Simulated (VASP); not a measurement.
Input:

```yaml
crystal:
  lattice:
    - [0.00000, 2.32365, 2.32365]
    - [2.32365, 0.00000, 2.32365]
    - [2.32365, 2.32365, 0.00000]
  atoms:
    - { symbol: Hf, position: [0.00000, 0.00000, 0.00000] }
    - { symbol: C, position: [0.50000, 0.50000, 0.50000] }
```

All values below come from PBE GGA, VASP's PBE PAW potentials (set 64) (plane waves; VASP). Run with 650 eV cut-off, 12×12×12 Γ-centred mesh, first-order Methfessel-Paxton smearing of 0.10 eV, potentials Hf_pv C.

Finite-difference elastic constants of metals are sensitive to mesh and smearing; shear constants can be off by tens of GPa.

Problem. Give the elastic stiffness tensor with the ions relaxed (GPa, in the frame of the cell).

Solution. 
```tsv
	xx	yy	zz	yz	xz	xy
xx	512	104	104	0.0	0.0	0.0
yy	104	512	104	0.0	0.0	0.0
zz	104	104	512	0.0	0.0	0.0
yz	0.0	0.0	0.0	176	0.0	0.0
xz	0.0	0.0	0.0	0.0	176	0.0
xy	0.0	0.0	0.0	0.0	0.0	176
```

Problem. Predict the Hill bulk modulus, Hill shear modulus, Young's modulus, Poisson's ratio.

Solution. 
```
Quantity              Value
------------------  -------
Hill bulk modulus   240 GPa
Hill shear modulus  186 GPa
Young's modulus     444 GPa
Poisson's ratio       0.192
```

Measured: C11 500 GPa (computed value off by +2.3 %), C44 180 GPa (computed value off by -2.4 %), as given by Zhigang Wu et al., Physical Review B (2005), arXiv:cond-mat/0412374. The calculation is for a static lattice, while the measured C11, C44 hold thermal and zero-point effects, which are part of the difference.

The compound is HfC in the rock salt structure. It was relaxed first.
